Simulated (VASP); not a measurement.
Input of a VASP 6.6.1 run:

File POSCAR:

```
HfZrSe3
1.0
    3.2414930000      1.8714770000      6.4793900000
   -3.2414930000      1.8714770000      6.4793900000
    0.0000000000     -3.7429540000      6.4793900000
Zr Hf Se
2 2 6
Direct
    0.0000000000      0.0000000000      0.0000000000
    0.5000000000      0.5000000000      0.5000000000
    0.6641110000      0.6641110000      0.6641110000
    0.3358890000      0.3358890000      0.3358890000
    0.0768160000      0.4218400000      0.7564240000
    0.4218400000      0.7564240000      0.0768160000
    0.7564240000      0.0768160000      0.4218400000
    0.9231840000      0.5781600000      0.2435760000
    0.5781600000      0.2435760000      0.9231840000
    0.2435760000      0.9231840000      0.5781600000
```

The input INCAR.step1:

```
SYSTEM = HfZrSe3
ALGO     = Fast           ! electronic algorithm
EDIFF    = 1E-6           ! SCF threshold, eV
ENCUT    = 520            ! plane-wave cutoff, eV
GGA      = PE             ! functional
ISIF     = 2              ! what is computed and relaxed
ISMEAR   = 0              ! smearing method
KPAR     = 4            
LASPH    = .True.         ! aspherical terms in the spheres
LCHARG   = .True.         ! write CHGCAR
LMAXMIX  = 4              ! l up to which the mixer works
LREAL    = .False.        ! projectors in reciprocal space
LWAVE    = .False.        ! write WAVECAR
NBANDS   = 51             ! bands
NELM     = 100            ! most SCF steps
PREC     = Accurate       ! precision mode
SIGMA    = 0.1            ! smearing width, eV
```

Contents of KPOINTS.step1:

```
k-points
0
Gamma
  6 6 6
  0 0 0
```

The input INCAR.step2:

```
SYSTEM = HfZrSe3
ALGO     = Fast           ! electronic algorithm
EDIFF    = 1E-6           ! SCF threshold, eV
ENCUT    = 520            ! plane-wave cutoff, eV
GGA      = PE             ! functional
ICHARG   = 11             ! starting density
ISIF     = 2              ! what is computed and relaxed
ISMEAR   = 0              ! smearing method
KPAR     = 4            
LASPH    = .True.         ! aspherical terms in the spheres
LCHARG   = .False.        ! write CHGCAR
LMAXMIX  = 4              ! l up to which the mixer works
LREAL    = .False.        ! projectors in reciprocal space
LWAVE    = .False.        ! write WAVECAR
NBANDS   = 51             ! bands
NELM     = 100            ! most SCF steps
PREC     = Accurate       ! precision mode
SIGMA    = 0.05           ! smearing width, eV
```

KPOINTS.step2

```
path GLB1,BZGX,QFP1Z,LP
20
line-mode
reciprocal
 0.0000000000  0.0000000000  0.0000000000  G
 0.5000000000  0.0000000000  0.0000000000  L

 0.5000000000  0.0000000000  0.0000000000  L
 0.5000000000  0.2222839117 -0.2222839117  B1

 0.7777160883  0.5000000000  0.2222839117  B
 0.5000000000  0.5000000000  0.5000000000  Z

 0.5000000000  0.5000000000  0.5000000000  Z
 0.0000000000  0.0000000000  0.0000000000  G

 0.0000000000  0.0000000000  0.0000000000  G
 0.3611419559  0.0000000000 -0.3611419559  X

 0.6388580441  0.3611419559  0.0000000000  Q
 0.5000000000  0.5000000000  0.0000000000  F

 0.5000000000  0.5000000000  0.0000000000  F
 0.6388580441  0.6388580441  0.2222839117  P1

 0.6388580441  0.6388580441  0.2222839117  P1
 0.5000000000  0.5000000000  0.5000000000  Z

 0.5000000000  0.0000000000  0.0000000000  L
 0.7777160883  0.3611419559  0.3611419559  P
```

Potentials or basis: VASP PAW PBE potentials, release 64 (Zr_sv, Hf_pv, Se).

Run with:

```console
$ cat potpaw_PBE.64/Zr_sv/POTCAR potpaw_PBE.64/Hf_pv/POTCAR potpaw_PBE.64/Se/POTCAR > POTCAR
$ cp INCAR.step1 INCAR
$ cp KPOINTS.step1 KPOINTS
$ mpirun -np 4 vasp_std > vasp.out
$ cp INCAR.step2 INCAR
$ cp KPOINTS.step2 KPOINTS
$ mpirun -np 4 vasp_std > vasp.out
```

Task: What does it give for the band gap along the path?

Result: None (metal or under the smearing width).

Levels at the corners of the path, in eV from the Fermi level:
| point | band 37 | band 38 | band 39 | band 40 | band 41 | band 42 | band 43 | band 44 |
| --- | --- | --- | --- | --- | --- | --- | --- | --- |
| Γ | -1.29 | -1.29 | -0.98 | -0.04 | -0.04 | 0.53 | 0.53 | 1.31 |
| L | -2.28 | -2.21 | -0.74 | -0.68 | 0.45 | 0.58 | 0.83 | 0.88 |
| L | -2.28 | -2.21 | -0.74 | -0.68 | 0.45 | 0.58 | 0.83 | 0.88 |
| B1 | -2.59 | -2.32 | -0.99 | -0.46 | -0.31 | 0.47 | 0.78 | 1.07 |
| B | -2.59 | -2.32 | -0.99 | -0.46 | -0.31 | 0.47 | 0.78 | 1.07 |
| Z | -1.91 | -1.91 | 0.33 | 0.61 | 0.61 | 0.67 | 0.67 | 0.71 |
| Z | -1.91 | -1.91 | 0.33 | 0.61 | 0.61 | 0.67 | 0.67 | 0.71 |
| Γ | -1.29 | -1.29 | -0.98 | -0.04 | -0.04 | 0.53 | 0.53 | 1.31 |
| Γ | -1.29 | -1.29 | -0.98 | -0.04 | -0.04 | 0.53 | 0.53 | 1.31 |
| X | -2.44 | -2.32 | -1.13 | -0.45 | -0.44 | 0.55 | 0.63 | 1.09 |
| Q | -2.44 | -2.32 | -1.13 | -0.45 | -0.44 | 0.55 | 0.63 | 1.09 |
| F | -2.66 | -2.41 | -1.14 | -0.22 | 0.16 | 0.58 | 0.65 | 0.87 |
| F | -2.66 | -2.41 | -1.14 | -0.22 | 0.16 | 0.58 | 0.65 | 0.87 |
| P1 | -2.69 | -2.52 | -0.89 | -0.11 | 0.22 | 0.50 | 0.71 | 0.87 |
| P1 | -2.69 | -2.52 | -0.89 | -0.11 | 0.22 | 0.50 | 0.71 | 0.87 |
| Z | -1.91 | -1.91 | 0.33 | 0.61 | 0.61 | 0.67 | 0.67 | 0.71 |
| L | -2.28 | -2.21 | -0.74 | -0.68 | 0.45 | 0.58 | 0.83 | 0.88 |
| P | -2.69 | -2.52 | -0.89 | -0.11 | 0.22 | 0.50 | 0.71 | 0.87 |

Caveat: the log is that of the step along the path at fixed density, whose energy, stress, charges and moments have no meaning; spin-orbit coupling is left out, which moves the levels of the heavy elements.
